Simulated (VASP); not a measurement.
Set up this calculation in VASP 6.6.1, as the native input.

| Property | Result |
| --- | --- |
| Task | relaxation of cell and atoms |
| Functional | PBEsol |
| Potentials or basis | VASP PAW PBE potentials, release 64 (Ir) |
| Cutoff | 600 eV |
| k mesh | 16 × 16 × 16 |
| Occupations | methfessel-paxton, width 0.1 eV |
| Spin | no spin polarisation |
| Further INCAR settings | ALGO = Normal; EDIFF = 1e-07; IBRION = 2; EDIFFG = -0.005; NSW = 90; ISIF = 3 |

The structure of Ir lies in POSCAR:

```
Ir                                      
1.0
    0.0000000000      1.9172882864      1.9172882864
    1.9172882864      0.0000000000      1.9172882864
    1.9172882864      1.9172882864     -0.0000000000
  Ir            
     1
Direct
     0.0000000000000000    0.0000000000000000    0.0000000000000000
```

One way to write it, as run:

INCAR

```
PREC = Accurate
ENCUT = 600
EDIFF = 1E-7
ISMEAR = 1
SIGMA = 0.1
LREAL = False
LASPH = True
NELM = 80
ALGO = Normal
ISIF = 3
LWAVE = False
LCHARG = False
GGA = PS
IBRION = 2
NSW = 90
EDIFFG = -0.005
```

KPOINTS

```
regular mesh
0
Gamma
  16 16 16
```

Potentials or basis: VASP PAW PBE potentials, release 64 (Ir).

The run is started by

```sh
$ cat potpaw_PBE.64/Ir/POTCAR > POTCAR
$ mpirun -np 1 vasp_std > vasp.out
```

It gave:

```yaml
Pressure_after_relaxing: 0.0 GPa
Band_gap_on_the_k_mesh: none (metal or under the smearing width)
```

Caveat: the relaxation stopped at its first step, so nothing moved; the PAW data sets were made with another functional, which shifts forces and pressure a little.

Run time: 6.9 s on 1 thread of Intel(R) Xeon(R) 6975P-C (Granite Rapids) (shared host), peak memory 0.16 GiB.
